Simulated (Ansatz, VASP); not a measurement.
**Bi2TeSO: VASP beside Ansatz**

One calculation is typed for both programs; each brings its own data sets. How far apart do they land? The cell is invented: As first built, before any earlier steps moved the atoms (in the runner's words): it takes the Bi2TeO2 structure with some of its atoms replaced by other elements, volume scaled by an estimate. It may not be a known or stable phase. The cell is taken from a series of VASP runs on this material, whose earlier steps may have relaxed, scaled or displaced it; both programs get it as it stands. Valence electrons are named where the data sets of a main pair hold unlike numbers.

Method: plane waves, with VASP 6.6.1 beside it; relaxation of cell and atoms at BLYP, in Ansatz 0.2.0.

## (1) The starting structure

It takes space group P1 (No. 1, triclinic). The conventional cell has a = 4.409 Å, b = 5.513 Å, c = 7.180 Å, α = 96.71°, β = 107.69°, γ = 94.93°. Bi has 2 O at 2.19 to 2.96 Å and 2 S at 2.72 to 3.00 Å and 2 Te at 3.05 to 3.72 Å nearest. Nearest to Bi lie 1 O at 2.15 Å and 2 S at 2.75 to 3.03 Å and 2 Te at 3.11 to 3.45 Å. Te has 4 Bi at 3.05 to 3.72 Å nearest. Nearest to S lie 4 Bi at 2.72 to 3.03 Å. Nearest to O lie 2 Bi at 2.15 to 2.19 Å. As first built, before any earlier steps moved the atoms (in the runner's words): sites of the Bi2TeO2 structure (space group 5) filled with other elements, volume scaled by an estimate. Farther neighbours and most contacts between anions are not listed.

## (2) Ansatz: relaxation of cell and atoms, BLYP

Ansatz runs on its default PAW (the set named soft_2) files.

The relaxed volume is the usual yardstick between codes: in a stiff, nearly cubic crystal its relative difference is about their pressure difference at one cell divided by the bulk modulus.

Input file input.yaml:

```yaml
crystal:
  lattice:
    - [3.7195244427, -4.0239535114, 0.6092789394]
    - [2.9718826662, 3.2569026724, -0.059353148]
    - [-2.7151464215, -0.3554570692, 6.6374162247]
  atoms:
    - { symbol: Bi, position: [0.7637539047, 0.6127390413, 0.3427372972] }
    - { symbol: Bi, position: [0.4418107744, 0.3225596126, 0.7052182235] }
    - { symbol: Te, position: [0.7835444916, 0.0485142154, 0.9737775742] }
    - { symbol: S, position: [0.2614168285, 0.7185019044, 0.4517080608] }
    - { symbol: O, position: [0.7319270007, 0.3021462264, 0.5285688442] }
hamiltonian:
  xc: blyp
  pseudopotentials: { kind: paw }
kpoints:
  mp_grid: { grid: [5, 7, 4] }
scf:
  occupations: { method: gaussian, width: 0.05 }
relax:
  f_tol: 0.01
  max_steps: 60
  cell: { stress_tol: 0.05 }
output:
  forces: true
  stress: true
```

Started as:

```console
ansatz run input.yaml --threads 4 --pin off --max-ram 9216MiB --backend cpu --events-out ev --progress --plain --runs-dir out
```

Numbers of over 12 decimals in the logs are rounded to 6 here.

What it wrote:

```text
Engine: ansatz 0.2.0, x86_64-unknown-linux-gnu
Pseudopotentials: kind: paw
Pseudopotential: Bi, paw, valence charge 15, recommended cutoff 420 eV (normal), Bi.paw.azcp
Pseudopotential: Te, paw, valence charge 16, recommended cutoff 420 eV (normal), Te.paw.azcp
Pseudopotential: S, paw, valence charge 6, recommended cutoff 420 eV (normal), S.paw.azcp
Pseudopotential: O, paw, valence charge 6, recommended cutoff 420 eV (normal), O.paw.azcp
Functional definition: BLYP
  parameter beta = 0.0042
  parameter a = 0.04918
  parameter b = 0.132
  parameter c = 0.2533
  parameter d = 0.349
  exchange = b88_x(beta = beta)
  correlation = lyp_c(a = a, b = b, c = c, d = d)
Crystal: 5 atoms, lattice volume = 163.799 Å³
Basis set: ecut = 420 eV, 3199 PW (Γ), exchange–correlation on 80×60×96 points (8 copies of the dense FFT grid, shifted against one another)
Bands: 35, of which v1, the nominal top of the filled ones, is band 29 counted from 1 (28 counted from 0)
Symmetry: 1 space group operations
Space group: P1 (ITA 1), of the structure as read, at distance tolerance 5.5e-5 Å
k-points: 71 of 140 (time reversal used)
Non-local potential: Bi, projectors of the file, l = 0: 2, l = 1: 2, l = 2: 2, l = 3: 2
Non-local potential: Te, projectors of the file, l = 0: 2, l = 1: 2, l = 2: 2, l = 3: 2
Non-local potential: S, projectors of the file, l = 0: 2, l = 1: 2, l = 2: 2
Non-local potential: O, projectors of the file, l = 0: 2, l = 1: 2, l = 2: 1
PAW form: soft (Blöchl's): semilocal exchange-correlation on the pseudo side does not see the compensation charge
PAW frozen core: Bi, regenerated for the run's functional, and the local potential with it (the file was generated under x = pbe(κ = 0.804, μ = 0.219515), c = pbe(β = 0.066725))
PAW frozen core: Te, regenerated for the run's functional, and the local potential with it (the file was generated under x = pbe(κ = 0.804, μ = 0.219515), c = pbe(β = 0.066725))
PAW frozen core: S, regenerated for the run's functional, and the local potential with it (the file was generated under x = pbe(κ = 0.804, μ = 0.219515), c = pbe(β = 0.066725))
PAW frozen core: O, regenerated for the run's functional, and the local potential with it (the file was generated under x = pbe(κ = 0.804, μ = 0.219515), c = pbe(β = 0.066725))
PAW one-centre angular grid: Bi, 590 points (default); XC on 64 Gauss nodes
PAW one-centre angular grid: Te, 590 points (default); XC on 64 Gauss nodes
PAW one-centre angular grid: S, 110 points (default); XC on 64 Gauss nodes
PAW one-centre angular grid: O, 110 points (default); XC on 64 Gauss nodes
Initial density: superposition of atomic densities (neutral atoms: chi_scale 0, normalization atom), corrected by the library's trained network
Initial wavefunctions: pseudopotential atomic-orbital guess
Functional: x = b88, c = lyp
SCF iter   1: F=—  HF=-33323.995769 eV  |F-HF|=—  |Δ(HF+E_count)|=         —  Δρ=9.48e-3  dr2=1.51e-1  ethr=1.77e-3  ⟨swp⟩=7.5  Hψ=11650  notcnv=0
preconditioner: auto → Resta (q_TF=auto, 2.295 Å⁻¹)  ε∞=4.6  [insulator: Δε(μ)=1.396 eV  Ē_g=7.819 eV  σ=0.050 eV  W_gap=1.00  n_scr=32 (ndim 8)  ℏωp=14.8 eV  f_vac=0.140  D(μ)=0.00/eV (n_scr^D=0)  ε∞_Penn≈4.6]
SCF iter   2: F=—  HF=-33323.969745 eV  |F-HF|=—  |Δ(HF+E_count)|=   2.60e-2  Δρ=5.27e-3  dr2=4.79e-2  ethr=2.61e-4  ⟨swp⟩=2.6  Hψ=4431  notcnv=0  defer=105
SCF iter   3: F=—  HF=-33323.962657 eV  |F-HF|=—  |Δ(HF+E_count)|=   7.09e-3  Δρ=1.70e-3  dr2=4.67e-3  ethr=8.26e-5  ⟨swp⟩=2.0  Hψ=3691  notcnv=0  defer=105
SCF iter   4: F=—  HF=-33323.962109 eV  |F-HF|=—  |Δ(HF+E_count)|=   5.48e-4  Δρ=6.16e-4  dr2=8.19e-4  ethr=8.05e-6  ⟨swp⟩=2.0  Hψ=2875  notcnv=0  defer=105
SCF iter   5: F=—  HF=-33323.962134 eV  |F-HF|=—  |Δ(HF+E_count)|=   2.47e-5  Δρ=1.27e-4  dr2=4.66e-5  ethr=1.41e-6  ⟨swp⟩=2.0  Hψ=3280  notcnv=0  defer=105
SCF iter   6: F=—  HF=-33323.962077 eV  |F-HF|=—  |Δ(HF+E_count)|=   5.61e-5  Δρ=3.23e-5  dr2=3.86e-6  ethr=8.04e-8  ⟨swp⟩=2.0  Hψ=3073  notcnv=0  defer=105
SCF iter   7: F=—  HF=-33323.962080 eV  |F-HF|=—  |Δ(HF+E_count)|=   2.71e-6  Δρ=1.12e-5  dr2=6.16e-7  ethr=6.66e-9  ⟨swp⟩=2.3  Hψ=3593  notcnv=0  defer=105
SCF iter   8: F=-33323.962080 eV  HF=-33323.962080 eV  |F-HF|=1.89e-8  |Δ(HF+E_count)|=   1.38e-7  Δρ=4.45e-6  dr2=7.20e-8  ethr=1.72e-10  ⟨swp⟩=5.0  Hψ=9964  notcnv=0
SCF 1 converged in 8 iterations: F = -33323.962080 eV  dr2 = 7.20e-8
  greatest PAW one-centre occupation: 0.999 electrons in one spin orbital (limit 2), on the Te atom at site 2 (counted from 0), in its partial waves of l = 2
relax step   1: F+E_penalty+E_count = -33323.96208032 eV  Δ(F+E_penalty+E_count) = +0.000e0 eV  max|allowed force component| = 4.818e-2 eV/Å  Δτ_max = 0.0000 Å  P = +0.098 GPa  Ω = 163.799 Å³  (8 SCF iters, dr2 threshold 1.00e-7 eV, accepted)
[... from here on, the SCF cycles and remarks between the steps are left out ...]
relax step   2: F+E_penalty+E_count = -33323.96414303 eV  Δ(F+E_penalty+E_count) = -2.063e-3 eV  max|allowed force component| = 3.634e-2 eV/Å  Δτ_max = 0.0218 Å  P = -0.031 GPa  Ω = 165.375 Å³  energy of the carried Pulay correction = -1.191e-3 eV  (6 SCF iters, dr2 threshold 4.27e-7 eV, accepted)
relax step   3: F+E_penalty+E_count = -33323.96464783 eV  Δ(F+E_penalty+E_count) = -5.048e-4 eV  max|allowed force component| = 2.650e-2 eV/Å  Δτ_max = 0.0259 Å  P = -0.027 GPa  Ω = 166.248 Å³  energy of the carried Pulay correction = -1.846e-3 eV  (7 SCF iters, dr2 threshold 8.25e-8 eV, accepted)
relax step   4: F+E_penalty+E_count = -33323.96530798 eV  Δ(F+E_penalty+E_count) = -6.601e-4 eV  max|allowed force component| = 2.140e-2 eV/Å  Δτ_max = 0.0069 Å  P = +0.008 GPa  Ω = 166.219 Å³  energy of the carried Pulay correction = -1.824e-3 eV  (6 SCF iters, dr2 threshold 4.39e-8 eV, accepted)
relax step   5: F+E_penalty+E_count = -33323.96563617 eV  Δ(F+E_penalty+E_count) = -3.282e-4 eV  max|allowed force component| = 1.505e-2 eV/Å  Δτ_max = 0.0076 Å  P = -0.008 GPa  Ω = 166.229 Å³  energy of the carried Pulay correction = -1.832e-3 eV  (7 SCF iters, dr2 threshold 2.86e-8 eV, accepted)
relax step   6: F+E_penalty+E_count = -33323.96570256 eV  Δ(F+E_penalty+E_count) = -6.639e-5 eV  max|allowed force component| = 8.775e-3 eV/Å  Δτ_max = 0.0070 Å  P = +0.006 GPa  Ω = 166.344 Å³  energy of the carried Pulay correction = -1.918e-3 eV  (7 SCF iters, dr2 threshold 1.42e-8 eV, accepted)
relax step   7: F+E_penalty+E_count = -33323.96565023 eV  Δ(F+E_penalty+E_count) = +5.233e-5 eV  max|allowed force component| = 5.904e-3 eV/Å  Δτ_max = 0.0056 Å  P = +0.005 GPa  Ω = 166.517 Å³  energy of the carried Pulay correction = -2.047e-3 eV  (9 SCF iters, accepted)
relax step   8: F+E_penalty+E_count = -33323.96820424 eV  Δ(F+E_penalty+E_count) = -2.554e-3 eV  max|allowed force component| = 5.865e-3 eV/Å  Δτ_max = 0.0000 Å  P = +0.023 GPa  Ω = 166.517 Å³  stress off target by 4.42e-2 GPa  SCF on the basis re-selected at this cell (its energy is not comparable with the rows above)  (7 SCF iters)
basis re-selected at this cell: Δ(F+E_penalty+E_count) = -2.554e-3 eV, ΔP = +0.018 GPa vs the last step (what re-selecting the basis moved, of the pressure what is left beyond the Pulay correction that the steps carried, after the strain that the cell walked since its last selection, with what the two solves' SCF thresholds leave and, on support functions, any second-order correction that the steps lacked; it is no m [...]
SCF converged after 7 iterations
Free energy (F): -33323.968204 eV
Harris-Foulkes:  -33323.968204 eV  (|F-HF|=2.18e-11)
Internal energy: -33323.968204 eV  (E = F + TS)
E sigma→0 (E₀):  -33323.968204 eV
Fermi energy:    6.115767 eV
--- Per-component energies (eV) ---
  E_band       = -640.698747
  E_kinetic    = 1062.262618
  E_local      = -6121.084146  (includes V_loc(G=0)·N_el)
  E_nonlocal   = 883.787367
  E_hartree    = 2540.226528
  E_xc         = -588.414164
  E_vxc        = -560.339873  (∫ρ·V_xc dr)
  E_paw        = -26835.552280  (= ΣΔE_a)
  E_vpaw       = -985.778921  (= ΣTr[D̂ρ^β])
  E_aug_tail   = 0.001131  (compensation charges beyond the density's cutoff)
  E_ewald      = -4265.018428
  E_core_change = -0.176830  (= ΣΔE_core)
  E_smearing   = -0.000000  (= −TS)
  E_closure    = 0.000000  (closes the sum)
  Σ components = -33323.968204   (vs F -33323.968204, Δ=0.00e0)
--- Forces (eV/Å), atoms counted from 1 ---
  atom   1  Bi    -0.00574509     0.00063469     0.00184798
  atom   2  Bi     0.00049599    -0.00521339    -0.00302897
  atom   3  Te     0.00029428     0.00138975    -0.00062290
  atom   4  S      0.00363191    -0.00069553     0.00586452
  atom   5  O      0.00132304     0.00388564    -0.00406097
  max |Σ_I F_I| component: 1.16e-6 eV/Å
--- Stress (GPa, compression-positive) ---
        0.008262      -0.006351       0.017622
       -0.006351       0.038959      -0.004353
        0.017622      -0.004353       0.021917
  P = ⅓ Tr σ = 0.0230 GPa (0.230 kbar)
--- Relaxed structure (7 steps of the walk, 7 accepted, 1 SCFs on fresh bases) ---
  F+E_penalty+E_count = -33323.96820424 eV   max|allowed force component| = 5.865e-3 eV/Å   (the final SCF, on the basis selected at the relaxed cell)
  cell:  # Å, volume = 166.5168 Å³
    - [3.734127, -4.130309, 0.637267]
    - [2.955609, 3.314800, -0.077650]
    - [-2.704690, -0.395524, 6.610838]
  atoms:
    - { symbol: Bi, position: [0.770915, 0.613974, 0.346251] }
    - { symbol: Bi, position: [0.441122, 0.314241, 0.703247] }
    - { symbol: Te, position: [0.776022, 0.057252, 0.973449] }
    - { symbol: S, position: [0.263437, 0.710670, 0.448335] }
    - { symbol: O, position: [0.730956, 0.308325, 0.530728] }
```

The job ended after 55 s (4 threads of AMD EPYC 7B13 (Zen 3), shared host; peak memory 0.75 GiB).

(Continued in part 2 of 2.)

[Lines on the potential files, build, host, timing and source positions are cut from VASP's logs without a mark.]

[Logs are printed without paths, hosts, clocks, repeated set-up lines and the standing remarks that a program may print on its own settings, such as how far it seeks lower states.]

[Hosts, paths, dates, database ids (printed as entryN), source tags and the programs' standing remarks are cut or masked in the printed files.]
